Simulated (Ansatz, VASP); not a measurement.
**Mg (Magnesium): VASP beside Ansatz**

Aim: how closely do two programs agree when they are given the same cell, functional and k mesh? The structure shown comes from an earlier Ansatz run, which isn't shown and may have moved the atoms alone.

Method: plane waves, with VASP 6.6.1 beside it; elastic constants at LDA, in Ansatz 0.2.0.

## 1. The structure

The structure is hexagonal, space group P6_3/mmc (No. 194). Conventional cell: a = 3.136 Å, b = 3.136 Å, c = 5.086 Å, α = 90.00°, β = 90.00°, γ = 120.00°. Nearest to Mg lie 12 Mg at 3.12 to 3.14 Å.

## 2. Ansatz: elastic constants, LDA

Ansatz runs on its default PAW (the set named soft_2) files.

Elastic constants are differences of stresses under small strains, so they test the stress and the mesh.

input.yaml

```yaml
crystal:
  lattice:
    - [3.1364020841, 0.0, 0.0]
    - [-1.568201042, 2.7162038813, 0.0]
    - [0.0, 0.0, 5.0860072543]
  atoms:
    - { symbol: Mg, position: [0.3333333333, 0.6666666667, 0.25] }
    - { symbol: Mg, position: [0.6666666667, 0.3333333333, 0.75] }
kpoints:
  mp_grid: { grid: [18, 18, 10] }
hamiltonian:
  xc: lda
scf:
  occupations: { method: fermi_dirac, width: 0.15 }
output:
  forces: true
  stress: true
  eigenvalues: true
elastic:
  mode: relaxed_ion
  amplitude: 0.01
```

Started as:

```console
ansatz run input.yaml --threads 8 --pin off --max-ram 14336MiB --backend cpu --events-out ev --progress --plain --runs-dir out
```

Numbers of over 12 decimals in the logs are rounded to 6 here.

The program printed:

```text
band count auto-derived: 15 (N_el = 20.0; filled up to band 10; 14 by the electrons, moments and atoms)
Engine: ansatz 0.2.0, aarch64-unknown-linux-gnu
Pseudopotentials: kind: paw
Pseudopotential: Mg, paw, valence charge 10, recommended cutoff 420 eV (normal), Mg.paw.azcp
Functional definition: SPW92
  exchange = slater_x
  correlation = pw_c
Crystal: 2 atoms, lattice volume = 43.328 Å³
Basis set: ecut = 420 eV, 845 PW (Γ)
Bands: 15, of which v1, the nominal top of the filled ones, is band 10 counted from 1 (9 counted from 0)
Symmetry: 24 space group operations
Space group: P63/mmc (ITA 194), of the structure as read, at distance tolerance 3.5e-5 Å
k-points: 222 of 3240
Non-local potential: Mg, projectors of the file, l = 0: 3, l = 1: 2, l = 2: 1
PAW form: soft (Blöchl's): semilocal exchange-correlation on the pseudo side does not see the compensation charge
PAW frozen core: Mg, regenerated for the run's functional, and the local potential with it (the file was generated under x = pbe(κ = 0.804, μ = 0.219515), c = pbe(β = 0.066725))
PAW one-centre angular grid: Mg, 110 points (default); XC on 64 Gauss nodes
Initial density: superposition of atomic densities (neutral atoms: chi_scale 0, normalization atom), corrected by the library's trained network
Initial wavefunctions: pseudopotential atomic-orbital guess
Functional: x = slater, c = lda
SCF iter   1: F=—  HF=-3803.244095 eV  |F-HF|=—  |Δ(HF+E_count)|=         —  Δρ=6.47e-3  dr2=6.29e-3  ethr=1.77e-3  ⟨swp⟩=5.0  Hψ=16596  notcnv=0
preconditioner: auto → none  [metal: Δε(μ)=0.027 eV  Ē_g=7.908 eV  σ=0.150 eV  W_gap=0.04  n_scr=8 (ndim 8)  ℏωp=11.3 eV  f_vac=0.000  D(μ)=0.80/eV (n_scr^D=2)  sad-step TF]
SCF iter   2: F=—  HF=-3803.236411 eV  |F-HF|=—  |Δ(HF+E_count)|=   7.68e-3  Δρ=2.55e-3  dr2=1.35e-3  ethr=3.14e-5  ⟨swp⟩=2.0  Hψ=7046  notcnv=0
SCF iter   3: F=—  HF=-3803.235904 eV  |F-HF|=—  |Δ(HF+E_count)|=   5.07e-4  Δρ=4.34e-4  dr2=6.98e-5  ethr=6.76e-6  ⟨swp⟩=2.0  Hψ=5086  notcnv=0
SCF iter   4: F=—  HF=-3803.235919 eV  |F-HF|=—  |Δ(HF+E_count)|=   1.48e-5  Δρ=3.25e-5  dr2=1.95e-7  ethr=3.49e-7  ⟨swp⟩=1.0  Hψ=3311  notcnv=0
SCF iter   5: F=—  HF=-3803.235919 eV  |F-HF|=—  |Δ(HF+E_count)|=   4.71e-7  Δρ=3.52e-6  dr2=2.63e-9  ethr=9.77e-10  ⟨swp⟩=2.0  Hψ=5580  notcnv=0
SCF iter   6: F=—  HF=-3803.235919 eV  |F-HF|=—  |Δ(HF+E_count)|=   3.93e-9  Δρ=1.41e-7  dr2=5.29e-12  ethr=1.32e-11  ⟨swp⟩=2.0  Hψ=5667  notcnv=0
SCF iter   7: F=-3803.235919 eV  HF=-3803.235919 eV  |F-HF|=9.09e-13  |Δ(HF+E_count)|=  7.28e-12  Δρ=6.56e-9  dr2=1.12e-14  ethr=1.00e-12  ⟨swp⟩=5.3  Hψ=11897  notcnv=0
SCF 1 converged in 7 iterations: F = -3803.235919 eV  dr2 = 1.12e-14
  greatest PAW one-centre occupation: 1.000 electrons in one spin orbital (limit 2), on the Mg atom at site 1 (counted from 0), in its partial waves of l = 1
Crystal: 2 atoms, lattice volume = 42.462 Å³
Basis set: ecut = 420 eV, 821 PW (Γ)
Symmetry: 8 space group operations
k-points: 546 of 3240
Initial density: handed on by an earlier stage of this run
Initial wavefunctions: pseudopotential atomic-orbital guess (no wavefunctions were taken with the density)
iter 1 solved again at ethr=8.31e-4 eV; its pass at ethr=3.10e-3 eV (dr2=1.66e-1 eV) is discarded
SCF iter   1: F=—  HF=-3803.245104 eV  |F-HF|=—  |Δ(HF+E_count)|=         —  Δρ=4.07e-2  dr2=1.70e-1  ethr=8.31e-4  ⟨swp⟩=1.0  Hψ=53017  notcnv=0
preconditioner: auto → none  [metal: Δε(μ)=0.003 eV  Ē_g=8.017 eV  σ=0.150 eV  W_gap=0.01  n_scr=8 (ndim 8)  ℏωp=11.4 eV  f_vac=0.000  D(μ)=0.79/eV (n_scr^D=2)]
SCF iter   2: F=—  HF=-3803.226654 eV  |F-HF|=—  |Δ(HF+E_count)|=   1.84e-2  Δρ=1.77e-2  dr2=2.86e-2  ethr=8.31e-4  ⟨swp⟩=3.0  Hψ=14425  notcnv=0
SCF iter   3: F=—  HF=-3803.231540 eV  |F-HF|=—  |Δ(HF+E_count)|=   4.89e-3  Δρ=2.43e-3  dr2=4.70e-4  ethr=1.43e-4  ⟨swp⟩=1.5  Hψ=8689  notcnv=0
SCF iter   4: F=—  HF=-3803.231808 eV  |F-HF|=—  |Δ(HF+E_count)|=   2.69e-4  Δρ=1.42e-4  dr2=3.84e-6  ethr=2.35e-6  ⟨swp⟩=2.0  Hψ=13237  notcnv=0
SCF iter   5: F=—  HF=-3803.231811 eV  |F-HF|=—  |Δ(HF+E_count)|=   2.67e-6  Δρ=3.14e-6  dr2=2.65e-9  ethr=1.92e-8  ⟨swp⟩=1.2  Hψ=8645  notcnv=0
SCF iter   6: F=—  HF=-3803.231811 eV  |F-HF|=—  |Δ(HF+E_count)|=   6.08e-7  Δρ=6.04e-7  dr2=4.78e-11  ethr=1.33e-11  ⟨swp⟩=2.2  Hψ=14104  notcnv=0
SCF iter   7: F=-3803.231811 eV  HF=-3803.231811 eV  |F-HF|=4.55e-13  |Δ(HF+E_count)|=  3.09e-11  Δρ=1.80e-8  dr2=8.49e-14  ethr=1.00e-12  ⟨swp⟩=3.7  Hψ=35354  notcnv=0
SCF 2 converged in 7 iterations: F = -3803.231811 eV  dr2 = 8.49e-14
relax step   1: F+E_penalty+E_count = -3803.23181054 eV  Δ(F+E_penalty+E_count) = +0.000e0 eV  max|allowed force component| = 1.751e-2 eV/Å  Δτ_max = 0.0000 Å  (7 SCF iters, accepted)
[...]
relax step   1: F+E_penalty+E_count = -3803.23488917 eV  Δ(F+E_penalty+E_count) = +0.000e0 eV  max|allowed force component| = 1.932e-3 eV/Å  Δτ_max = 0.0000 Å  (9 SCF iters, accepted)
[...]
relax step   2: F+E_penalty+E_count = -3803.23489169 eV  Δ(F+E_penalty+E_count) = -2.522e-6 eV  max|allowed force component| = 1.533e-4 eV/Å  Δτ_max = 0.0013 Å  (6 SCF iters, accepted)
[...]
relax step   3: F+E_penalty+E_count = -3803.23489170 eV  Δ(F+E_penalty+E_count) = -4.069e-9 eV  max|allowed force component| = 3.356e-7 eV/Å  Δτ_max = 0.0000 Å  (5 SCF iters, accepted)
iter 1 solved again at ethr=1.00e-12 eV; its pass at ethr=3.10e-3 eV (dr2=1.16e-15 eV) is discarded
SCF iter   1: F=—  HF=-3803.234892 eV  |F-HF|=—  |Δ(HF+E_count)|=         —  Δρ=1.84e-9  dr2=6.81e-16  ethr=1.00e-12  ⟨swp⟩=1.0  Hψ=78786  notcnv=0
SCF iter   2: F=-3803.234892 eV  HF=-3803.234892 eV  |F-HF|=0.00e0  |Δ(HF+E_count)|=  4.55e-13  Δρ=8.95e-10  dr2=1.48e-16  ethr=1.00e-12  ⟨swp⟩=4.0  Hψ=37591  notcnv=0
SCF 38 converged in 2 iterations: F = -3803.234892 eV  dr2 = 1.48e-16
SCF converged after 7 iterations
Free energy (F): -3803.235919 eV
Harris-Foulkes:  -3803.235919 eV  (|F-HF|=9.09e-13)
Internal energy: -3803.176435 eV  (E = F + TS)
E sigma→0 (E₀):  -3803.206177 eV
Entropy (-TS):   -0.059484 eV (-29.742 meV/atom)
Fermi energy:    5.943176 eV
--- Per-component energies (eV) ---
  E_band       = -705.640878
  E_kinetic    = 151.155936
  E_local      = -3194.564009  (includes V_loc(G=0)·N_el)
  E_nonlocal   = 193.253691
  E_hartree    = 1137.899991
  E_xc         = -56.818318
  E_vxc        = -73.866610  (∫ρ·V_xc dr)
  E_paw        = -542.562669  (= ΣΔE_a)
  E_vpaw       = -57.419869  (= ΣTr[D̂ρ^β])
  E_aug_tail   = 0.000001  (compensation charges beyond the density's cutoff)
  E_ewald      = -1491.842017
  E_core_change = 0.300959  (= ΣΔE_core)
  E_smearing   = -0.059484  (= −TS)
  E_closure    = 0.000000  (closes the sum)
  Σ components = -3803.235919   (vs F -3803.235919, Δ=0.00e0)
--- Forces (eV/Å), atoms counted from 1 ---
  atom   1  Mg    -0.00000000    -0.00000000     0.00000000
  atom   2  Mg     0.00000000     0.00000000     0.00000000
  max |Σ_I F_I| component: 1.39e-17 eV/Å
--- Stress (GPa, compression-positive) ---
       -0.007742       0.000000       0.000000
       -0.000000      -0.007742       0.000000
        0.000000       0.000000       0.003581
  P = ⅓ Tr σ = -0.0040 GPa (-0.040 kbar)
--- Band table (eV; the first three rows and the last of 222) ---
  k-point 0: bands = [... 6 lower, -36.7214, -36.7214, -1.2285, 4.2120, 4.6784, 17.1523, 17.1523, 17.3105, ... 1 higher]
  k-point 1: bands = [... 6 lower, -36.7215, -36.7215, -1.1700, 3.3687, 5.6209, 17.1971, 17.1971, 17.3477, ... 1 higher]
  k-point 2: bands = [... 6 lower, -36.7220, -36.7220, -0.9947, 2.4304, 6.8570, 16.0434, 17.3284, 17.3284, ... 1 higher]
  k-point 221: bands = [... 6 lower, -36.7301, -36.7301, 6.1430, 6.1430, 6.6220, 6.6220, 7.5648, 7.5648, ... 1 higher]
--- Elastic constants: 3 strain directions × 4 members + reference (group order 24) ---
  dense FFT box of the reference and of every strained cell: 24×24×36
  strains applied: 11, 33, 23; error gains: componentwise 1.00 (the most a stress slope's error grows in a printed constant), spectral 1.41 (1 for all six strains in a standard setting)
  C = ∂σ_k/∂η_j (tension-positive GPa; Voigt order 11 22 33 23 13 12):
        68.867     26.828     23.211      0.000      0.000     -0.000
        26.828     68.867     23.211      0.000      0.000      0.000
        23.225     23.225     70.357      0.000      0.000     -0.000
         0.000      0.000      0.000     18.966     -0.000      0.000
         0.000      0.000      0.000     -0.000     18.966      0.000
         0.000      0.000      0.000      0.000      0.000     21.020
  reference stress σ⁰ (GPa):      0.008      0.008     -0.004     -0.000     -0.000     -0.000
  C* (energy form; C + prestress term) asymmetry max|C*_kj − C*_jk| = 2.740e-3 GPa — a small one proves nothing (zero by symmetry where the batch's group is 432, −43m or m−3m); a large one is finite-difference/SCF noise where every solve meets its electron count
  moduli (Voigt/Reuss/Hill, GPa): K = 39.40/39.40/39.40   G = 20.78/20.63/20.70   E = 52.85   ν = 0.276
  mechanically stable: yes (min eigenvalue of sym C = 18.97 GPa)
  strain η (Voigt 11):  stress-route row diagonal C_11 = 68.87 GPa, energy-path curvature d²(F+E_count+ΔE)/dδ²/Ω₀ = 68.87 GPa
    cells at ±δ against ±2δ: C21 26.86 and 26.98 GPa, apart by 0.16 % of the column's largest entry
         δ    σ_11 (GPa)             F (eV)   n_scf  n_hpsi   n_pw
    -2.000e-2      -1.4945       -3803.2320130       2   81050    846   relax 5 steps, max|allowed force component| 1.07e-8 eV/Å
    -1.000e-2      -0.7117       -3803.2349813       2   81704    856   relax 3 steps, max|allowed force component| 3.67e-6 eV/Å
     1.000e-2       0.6661       -3803.2349940       2   81519    876   relax 3 steps, max|allowed force component| 1.69e-5 eV/Å
     2.000e-2       1.2641       -3803.2323702       2   81962    880   relax 2 steps, max|allowed force component| 3.09e-5 eV/Å
  strain η (Voigt 33):  stress-route row diagonal C_33 = 70.36 GPa, energy-path curvature d²(F+E_count+ΔE)/dδ²/Ω₀ = 70.36 GPa
    cells at ±δ against ±2δ: C33 70.49 and 70.89 GPa, apart by 0.57 % of the column's largest entry
         δ    σ_33 (GPa)             F (eV)   n_scf  n_hpsi   n_pw
    -2.000e-2      -1.5224       -3803.2319013       6   59201    840   relax 0 steps, max|allowed force component| 0.00e0 eV/Å
    -1.000e-2      -0.7330       -3803.2349354       4   48306    854   relax 0 steps, max|allowed force component| 3.70e-17 eV/Å
     1.000e-2       0.6768       -3803.2349983       4   47281    868   relax 0 steps, max|allowed force component| 1.85e-17 eV/Å
     2.000e-2       1.3132       -3803.2322978       5   49550    881   relax 0 steps, max|allowed force component| 1.62e-17 eV/Å
  strain η (Voigt 23):  stress-route row diagonal C_44 = 18.97 GPa, energy-path curvature d²(F+E_count+ΔE)/dδ²/Ω₀ = 18.96 GPa
    cells at ±δ against ±2δ: C44 18.98 and 19.02 GPa, apart by 0.22 % of the column's largest entry
         δ    σ_23 (GPa)             F (eV)   n_scf  n_hpsi   n_pw
    -2.000e-2      -0.3804       -3803.2348917       2  129150    861   relax 3 steps, max|allowed force component| 3.16e-5 eV/Å
    -1.000e-2      -0.1898       -3803.2356627       2  128811    861   relax 2 steps, max|allowed force component| 4.74e-5 eV/Å
     1.000e-2       0.1898       -3803.2356627       2  129350    861   relax 4 steps, max|allowed force component| 4.52e-8 eV/Å
     2.000e-2       0.3804       -3803.2348917       2  128529    861   relax 3 steps, max|allowed force component| 3.36e-7 eV/Å
```

Reading the cycles: dr2 is the Hartree energy of the density residual (eV), the measure of convergence; HF is the Harris–Foulkes estimate of the energy, which meets the free energy F at convergence.

(Continued in part 2 of 2.)

[Lines on the potential files, build, host, timing and source positions are cut from VASP's logs without a mark.]

[Logs are printed without paths, hosts, clocks, repeated set-up lines and the standing remarks that a program may print on its own settings, such as how far it seeks lower states.]

[Hosts, paths, dates, database ids (printed as entryN), source tags and the programs' standing remarks are cut or masked in the printed files.]
